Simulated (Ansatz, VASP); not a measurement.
## Ti3Sn: VASP beside Ansatz

One calculation is typed for both programs; each brings its own data sets. How far apart do they land? The cell is taken from a series of runs on this material, whose earlier steps may have relaxed, scaled, displaced or heated it; both programs get it as it stands.

Program: Ansatz 0.2.0. Level of theory: plane waves, with VASP 6.6.1 beside it; r2SCAN. Results are calculated unless marked as measured.

### 1. Starting point

Symmetry: Cmcm, No. 63, orthorhombic system. The conventional cell has a = 5.733 Å, b = 10.497 Å, c = 4.741 Å, α = 90.00°, β = 90.00°, γ = 90.00°. Nearest to Sn lie 12 Ti at 2.87 to 3.05 Å. Nearest to Ti lie 8 Ti at 2.77 to 2.99 Å and 4 Sn at 2.93 to 3.05 Å. Nearest to Ti lie 4 Sn at 2.87 Å and 8 Ti at 2.96 to 2.99 Å. Farther neighbours are not listed.

### 2. Ansatz: single point, r2SCAN

Ansatz runs on its default PAW (the set named soft_2) files.

A single point takes one fixed geometry, so differences don't come from the geometry; what else differs is listed under the comparison.

input.yaml

```yaml
crystal:
  lattice:
    - [2.86637827, -5.24854972, 0.0]
    - [2.86637827, 5.24854972, 0.0]
    - [0.0, 0.0, 4.74143888]
  atoms:
    - { symbol: Sn, position: [0.33269993, 0.66730007, 0.75] }
    - { symbol: Sn, position: [0.66730007, 0.33269993, 0.25] }
    - { symbol: Ti, position: [0.68559583, 0.83201051, 0.25] }
    - { symbol: Ti, position: [0.83201051, 0.68559583, 0.75] }
    - { symbol: Ti, position: [0.31440417, 0.16798949, 0.75] }
    - { symbol: Ti, position: [0.16798949, 0.31440417, 0.25] }
    - { symbol: Ti, position: [0.82093245, 0.17906755, 0.75] }
    - { symbol: Ti, position: [0.17906755, 0.82093245, 0.25] }
kpoints:
  mp_grid: { grid: [8, 8, 8] }
  band_path:
    path:
      - [[0.0, 0.0, 0.0], [-0.5, 0.5, 0.0], [-0.324564, 0.675436, 0.0]]
      - [[0.324564, 0.324564, 0.0], [0.0, 0.0, 0.0], [0.0, 0.0, 0.5], [0.324564, 0.324564, 0.5]]
      - [[-0.324564, 0.675436, 0.5], [-0.5, 0.5, 0.5], [-0.5, 0.5, 0.0]]
      - [[0.0, 0.0, 0.0], [0.0, 0.5, 0.0], [0.0, 0.5, 0.5]]
    npoints: 5
scf:
  occupations: { method: fermi_dirac, width: 0.05 }
  n_extra_bands: 11
hamiltonian:
  xc: r2scan
  pseudopotentials: { kind: paw }
output:
  forces: true
  stress: true
  dos:
    projected: true
    de: 0.05
    e_range: [-30, 12]
    nscf_kmesh: { grid: [10, 10, 10] }
  fatbands: true
  eigenstates:
    kpoints:
      - [0.0, 0.0, 0.0]
      - [-0.00233183, 0.08390433, 0.0]
      - [-0.00466367, 0.16780867, 0.0]
      - [-0.0069955, 0.251713, 0.0]
      - [-0.00932733, 0.33561733, 0.0]
      - [-0.01165917, 0.41952167, 0.0]
      - [-0.013991, -0.496574, 0.0]
      - [-0.01632283, -0.41266967, 0.0]
      - [-0.01865467, -0.32876533, 0.0]
      - [-0.0209865, -0.244861, 0.0]
      - [-0.02331833, -0.16095667, 0.0]
      - [-0.02565017, -0.07705233, 0.0]
      - [-0.027982, 0.006852, 0.0]
      - [-0.14140867, 0.065897, 0.0]
      - [-0.25483533, 0.124942, 0.0]
      - [-0.368262, 0.183987, 0.0]
      - [-0.48168867, 0.243032, 0.0]
      - [0.40488467, 0.302077, 0.0]
      - [0.291458, 0.361122, 0.0]
      - [0.34206814, 0.263899, 0.0]
      - [0.39267829, 0.166676, 0.0]
      - [0.44328843, 0.069453, 0.0]
      - [0.49389857, -0.02777, 0.0]
      - [-0.45549129, -0.124993, 0.0]
      - [-0.40488114, -0.222216, 0.0]
      - [-0.354271, -0.319439, 0.0]
      - [-0.30366086, -0.416662, 0.0]
      - [-0.25305071, 0.486115, 0.0]
      - [-0.20244057, 0.388892, 0.0]
      - [-0.15183043, 0.291669, 0.0]
      - [-0.10122029, 0.194446, 0.0]
      - [-0.05061014, 0.097223, 0.0]
      - [0.0, 0.0, 0.08333333]
      - [0.0, 0.0, 0.16666667]
      - [0.0, 0.0, 0.25]
      - [0.0, 0.0, 0.33333333]
      - [0.0, 0.0, 0.41666667]
      - [0.0, 0.0, 0.5]
      - [-0.00233183, 0.08390433, 0.5]
      - [-0.00466367, 0.16780867, 0.5]
      - [-0.0069955, 0.251713, 0.5]
      - [-0.00932733, 0.33561733, 0.5]
      - [-0.01165917, 0.41952167, 0.5]
      - [-0.013991, -0.496574, 0.5]
      - [-0.01632283, -0.41266967, 0.5]
      - [-0.01865467, -0.32876533, 0.5]
      - [-0.0209865, -0.244861, 0.5]
      - [-0.02331833, -0.16095667, 0.5]
      - [-0.02565017, -0.07705233, 0.5]
      - [-0.027982, 0.006852, 0.5]
      - [-0.14140867, 0.065897, 0.5]
      - [-0.25483533, 0.124942, 0.5]
      - [-0.368262, 0.183987, 0.5]
      - [-0.48168867, 0.243032, 0.5]
      - [0.40488467, 0.302077, 0.5]
      - [0.291458, 0.361122, 0.5]
    e_range: [-9.0, 4.0]
    unfold: { supercell_matrix: [[0, -2, 0], [2, 2, 0], [0, 0, 1]] }
```

The run is started by

```bash
ansatz run input.yaml --threads 4 --pin off --max-ram 10240MiB --backend cpu --events-out ev --progress --plain --runs-dir out
```

Numbers of over 12 decimals in the logs are rounded to 6 here.

Output:

```text
scf.n_extra_bands = 11 over 50 filled bands (N_el = 100.0): the run solves 61 bands
Engine: ansatz 0.2.0, x86_64-unknown-linux-gnu
Pseudopotentials: kind: paw
Pseudopotential: Sn, paw, valence charge 14, recommended cutoff 500 eV (meta_gga), Sn.paw.azcp
Pseudopotential: Ti, paw, valence charge 12, recommended cutoff 500 eV (meta_gga), Ti.paw.azcp
Functional definition: r2SCAN
  parameter k0 = 0.174
  parameter k1 = 0.065
  parameter a1 = 4.9479
  exchange = r2scan_x(k0 = k0, k1 = k1, a1 = a1)
  correlation = r2scan_c
Crystal: 8 atoms, lattice volume = 142.664 Å³
Basis set: ecut = 500 eV, 3633 PW (Γ), exchange–correlation on 180×180×144 points (64 copies of the dense FFT grid, shifted against one another)
Bands: 61, of which v1, the nominal top of the filled ones, is band 50 counted from 1 (49 counted from 0)
Symmetry: 8 space group operations
Space group: Cmcm (ITA 63), of the structure as read, at distance tolerance 5.2e-5 Å
k-points: 105 of 512
Non-local potential: Sn, projectors of the file, l = 0: 2, l = 1: 2, l = 2: 2, l = 3: 2
Non-local potential: Ti, projectors of the file, l = 0: 3, l = 1: 2, l = 2: 3, l = 3: 1
PAW form: soft (Blöchl's): semilocal exchange-correlation on the pseudo side does not see the compensation charge
PAW frozen core: Sn, regenerated for the run's functional (the file was generated under x = pbe(κ = 0.804, μ = 0.219515), c = pbe(β = 0.066725))
PAW frozen core: Ti, regenerated for the run's functional (the file was generated under x = pbe(κ = 0.804, μ = 0.219515), c = pbe(β = 0.066725))
PAW one-centre angular grid: Sn, 590 points (default); XC on 249 of its mesh's 2787 points in the sphere
PAW one-centre angular grid: Ti, 590 points (default); XC on 160 Gauss nodes
Initial density: superposition of atomic densities (neutral atoms: chi_scale 0, normalization atom), corrected by the library's trained network
Initial wavefunctions: pseudopotential atomic-orbital guess
Functional: x = r2scan, c = r2scan; τ floored in thin density (d = 2e-4 eV/Å³)
SCF iter   1: F=—  HF=-27106.061520 eV  |F-HF|=—  |Δ(HF+E_count)|=         —  Δρ=1.46e-2  dr2=3.19e-1  dr2_τ=6.74e-2  ethr=1.77e-3  ⟨swp⟩=7.3  Hψ=26996  notcnv=0  defer=6
preconditioner: auto → Kerker (q_TF=auto, 2.571 Å⁻¹)  [metal: Δε(μ)=0.002 eV  Ē_g=11.509 eV  σ=0.050 eV  W_gap=0.01  n_scr=44 (ndim 8)  ℏωp=22.4 eV  f_vac=0.000  D(μ)=6.64/eV (n_scr^D=58)]
SCF iter   2: F=—  HF=-27106.199273 eV  |F-HF|=—  |Δ(HF+E_count)|=   1.38e-1  Δρ=4.84e-3  dr2=3.34e-2  dr2_τ=3.12e-3  ethr=3.19e-4  ⟨swp⟩=3.0  Hψ=13859  notcnv=0  defer=108
SCF iter   3: F=—  HF=-27106.200062 eV  |F-HF|=—  |Δ(HF+E_count)|=   7.89e-4  Δρ=2.61e-3  dr2=1.13e-2  dr2_τ=7.82e-4  ethr=3.34e-5  ⟨swp⟩=2.1  Hψ=8794  notcnv=0  defer=108
SCF iter   4: F=—  HF=-27106.203490 eV  |F-HF|=—  |Δ(HF+E_count)|=   3.43e-3  Δρ=3.25e-3  dr2=2.62e-2  dr2_τ=1.19e-3  ethr=1.13e-5  ⟨swp⟩=2.2  Hψ=8818  notcnv=0  defer=108  recentre
SCF iter   5: F=—  HF=-27106.202185 eV  |F-HF|=—  |Δ(HF+E_count)|=   1.30e-3  Δρ=8.86e-4  dr2=1.21e-3  dr2_τ=3.13e-5  ethr=1.13e-5  ⟨swp⟩=2.1  Hψ=8551  notcnv=0  defer=108
SCF iter   6: F=—  HF=-27106.202473 eV  |F-HF|=—  |Δ(HF+E_count)|=   2.88e-4  Δρ=1.45e-4  dr2=4.32e-5  dr2_τ=8.37e-7  ethr=1.21e-6  ⟨swp⟩=2.0  Hψ=7659  notcnv=0  defer=108
SCF iter   7: F=—  HF=-27106.202445 eV  |F-HF|=—  |Δ(HF+E_count)|=   2.75e-5  Δρ=2.48e-5  dr2=1.06e-6  dr2_τ=3.71e-8  ethr=4.32e-8  ⟨swp⟩=2.0  Hψ=7334  notcnv=0  defer=108
SCF iter   8: F=-27106.202446 eV  HF=-27106.202446 eV  |F-HF|=1.66e-8  |Δ(HF+E_count)|=   2.56e-7  Δρ=6.37e-6  dr2=6.39e-8  dr2_τ=2.30e-9  ethr=1.00e-10  ⟨swp⟩=8.7  Hψ=25971  notcnv=0
SCF 1 converged in 8 iterations: F = -27106.202446 eV  dr2 = 6.39e-8
  greatest PAW one-centre occupation: 1.001 electrons in one spin orbital (limit 2), on the Ti atom at site 7 (counted from 0), in its partial waves of l = 1
NSCF: frozen V_eff on 49 k-points
NSCF: frozen V_eff on 186 k-points
[...]
SCF converged after 8 iterations
Free energy (F): -27106.202446 eV
Harris-Foulkes:  -27106.202446 eV  (|F-HF|=1.66e-8)
Internal energy: -27106.146966 eV  (E = F + TS)
E sigma→0 (E₀):  -27106.174706 eV
Entropy (-TS):   -0.055480 eV (-6.935 meV/atom)
Fermi energy:    14.170853 eV
--- Per-component energies (eV) ---
  E_band       = -1051.734703
  E_kinetic    = 2016.609794
  E_local      = -6030.953115  (includes V_loc(G=0)·N_el)
  E_nonlocal   = -16.119132
  E_hartree    = 2871.335630
  E_xc         = -1308.420539
  E_vxc        = -1009.219576  (∫ρ·V_xc dr)
  E_paw        = -14668.161580  (= ΣΔE_a)
  E_vpaw       = -1823.091192  (= ΣTr[D̂ρ^β])
  E_aug_tail   = 0.000562  (compensation charges beyond the density's cutoff)
  E_vtau       = 68.375820  (kinetic-family band-sum trace: ∫τ·v_τ [+ j·A + Jᵃ·Aᵃ] dr)
  E_ewald      = -9970.388483
  E_core_change = -0.050103  (= ΣΔE_core)
  E_smearing   = -0.055480  (= −TS)
  E_closure    = -0.000000  (closes the sum)
  Σ components = -27106.202446   (vs F -27106.202446, Δ=0.00e0)
--- Forces (eV/Å), atoms counted from 1 ---
  atom   1  Sn     0.00000000    -0.01485898     0.00000000
  atom   2  Sn     0.00000000     0.01485898     0.00000000
  atom   3  Ti    -0.02114425    -0.00861026     0.00000000
  atom   4  Ti    -0.02114425     0.00861026     0.00000000
  atom   5  Ti     0.02114425     0.00861026     0.00000000
  atom   6  Ti     0.02114425    -0.00861026     0.00000000
  atom   7  Ti     0.00000000    -0.01732306     0.00000000
  atom   8  Ti     0.00000000     0.01732306     0.00000000
  max |Σ_I F_I| component: 0.00e0 eV/Å
--- Stress (GPa, compression-positive) ---
       -0.119139       0.000000       0.000000
        0.000000      -0.165386       0.000000
        0.000000       0.000000      -0.307599
  P = ⅓ Tr σ = -0.1974 GPa (-1.974 kbar)
--- Band table (eV; the first three rows and the last of 105) ---
  k-point 0: bands = [... 46 lower, 12.9839, 13.1716, 13.4192, 13.5921, 14.3061, 14.5023, 14.7301, 15.0424, ... 7 higher]
  k-point 1: bands = [... 46 lower, 13.0630, 13.1048, 13.3474, 13.6057, 14.2801, 14.5288, 14.8104, 14.9603, ... 7 higher]
  k-point 2: bands = [... 46 lower, 13.0347, 13.4269, 13.5229, 13.6287, 14.2039, 14.4956, 14.7464, 14.8768, ... 7 higher]
  k-point 104: bands = [... 46 lower, 13.7093, 13.7093, 13.7729, 13.7729, 14.3612, 14.3612, 14.6627, 14.6627, ... 7 higher]
```

The column dr2 measures how far the density is from self-consistency, as an energy; F and HF (Harris–Foulkes) agree once it is small.

### 3. VASP: single point, r2SCAN

The same cell, functional, mesh and smearing now go to VASP, with its own data sets.

Lines of VASP's logs that name or quote its potential files are left out, and so is its time.

INCAR

```
SYSTEM = Ti3Sn
PREC = Accurate
ENCUT = 550
EDIFF = 1E-06
NELM = 120
ISMEAR = -1
SIGMA = 0.05
LREAL = .FALSE.
ALGO = Normal
METAGGA = R2SCAN
LASPH = .TRUE.
NBANDS = 62
LORBIT = 11
LWAVE = .FALSE.
LCHARG = .FALSE.
ISIF = 2
GGA_COMPAT = .FALSE.
LMIXTAU = .TRUE.
KPAR = 2
```

POSCAR

```
Ti3Sn
1.0
    2.8663782700     -5.2485497200      0.0000000000
    2.8663782700      5.2485497200      0.0000000000
    0.0000000000      0.0000000000      4.7414388800
Sn Ti
2 6
Direct
    0.3326999300      0.6673000700      0.7500000000
    0.6673000700      0.3326999300      0.2500000000
    0.6855958300      0.8320105100      0.2500000000
    0.8320105100      0.6855958300      0.7500000000
    0.3144041700      0.1679894900      0.7500000000
    0.1679894900      0.3144041700      0.2500000000
    0.8209324500      0.1790675500      0.7500000000
    0.1790675500      0.8209324500      0.2500000000
```

KPOINTS

```
Automatic mesh
0
Gamma
8 8 8
0 0 0
```

PAW data sets: Sn_d and Ti_sv (PBE family, release 64).

The run is started by

```bash
mpirun -np 2 vasp_std
```

Output:

```text
[banner, memory and clock lines left out]
running    2 mpi-ranks, on    1 nodes
 distrk:  each k-point on    1 cores,    2 groups
 distr:  one band on    1 cores,    1 groups

 POSCAR found type information on POSCAR SnTi
 POSCAR found :  2 types and       8 ions
|                                                                             |
|               ----> ADVICE to this user running VASP <----                  |
|                                                                             |
|     You enforced a specific xc type in the INCAR file but a different       |
|     [... a line on the potential file left out ...]
|     I HOPE YOU KNOW WHAT YOU ARE DOING!                                     |
|                                                                             |

 LDA part: xc-table for (None), standard interpolation
 POSCAR, INCAR and KPOINTS ok, starting setup
 FFT: planning ... GRIDC
 FFT: planning ... GRID_SOFT
 FFT: planning ... GRID
 WAVECAR not read
 entering main loop
       N       E                     dE             d eps       ncg     rms          rms(c)
DAV:   1     0.139886928398E+04    0.13989E+04   -0.51636E+04 13090   0.244E+03
DAV:   2     0.884323160110E+02   -0.13104E+04   -0.12878E+04 13020   0.719E+02
DAV:   3    -0.120856846301E+03   -0.20929E+03   -0.20224E+03 15938   0.247E+02
DAV:   4    -0.156276427402E+03   -0.35420E+02   -0.34631E+02 19432   0.825E+01
DAV:   5    -0.159578284792E+03   -0.33019E+01   -0.32848E+01 20720   0.211E+01    0.257E+01
DAV:   6    -0.135012299478E+03    0.24566E+02   -0.64854E+01 16078   0.571E+01    0.464E+00
DAV:   7    -0.126590181195E+03    0.84221E+01   -0.64986E+00 17224   0.145E+01    0.398E+00
DAV:   8    -0.129131830631E+03   -0.25416E+01   -0.25182E+00 17704   0.946E+00    0.320E+00
DAV:   9    -0.130135025938E+03   -0.10032E+01   -0.17327E+00 15448   0.806E+00    0.134E+00
DAV:  10    -0.129782514688E+03    0.35251E+00   -0.14273E+00 14112   0.761E+00    0.401E-01
DAV:  11    -0.129783088670E+03   -0.57398E-03   -0.32340E-01 14992   0.288E+00    0.524E-01
DAV:  12    -0.129757812620E+03    0.25276E-01   -0.46083E-02 15960   0.152E+00    0.357E-01
DAV:  13    -0.129879088930E+03   -0.12128E+00   -0.81476E-02 14232   0.171E+00    0.208E-01
DAV:  14    -0.129879370659E+03   -0.28173E-03   -0.91122E-03 17194   0.578E-01    0.733E-02
DAV:  15    -0.129879235863E+03    0.13480E-03   -0.13646E-03 18066   0.188E-01    0.575E-02
DAV:  16    -0.129878436675E+03    0.79919E-03   -0.25547E-03 14220   0.274E-01    0.766E-02
DAV:  17    -0.129879895170E+03   -0.14585E-02   -0.56135E-04 14252   0.157E-01    0.338E-02
DAV:  18    -0.129879802873E+03    0.92296E-04   -0.17468E-04 15632   0.806E-02    0.137E-02
DAV:  19    -0.129879801327E+03    0.15458E-05   -0.28940E-05 16846   0.251E-02    0.105E-02
DAV:  20    -0.129879802696E+03   -0.13683E-05   -0.39705E-06 11792   0.100E-02    0.785E-03
DAV:  21    -0.129879799258E+03    0.34373E-05   -0.79896E-06 14800   0.149E-02    0.233E-03
DAV:  22    -0.129879800084E+03   -0.82518E-06   -0.31626E-06 11680   0.103E-02
   1 F= -.12987980E+03 E0= -.12985212E+03  d E =-.553640E-01
```

[end of part 1 of 2]

[Lines on the potential files, build, host, timing and source positions are cut from VASP's logs without a mark.]

[Logs are printed without paths, hosts, clocks, repeated set-up lines and the standing remarks that a program may print on its own settings, such as how far it seeks lower states.]

[Hosts, paths, dates, database ids (printed as entryN), source tags and the programs' standing remarks are cut or masked in the printed files.]
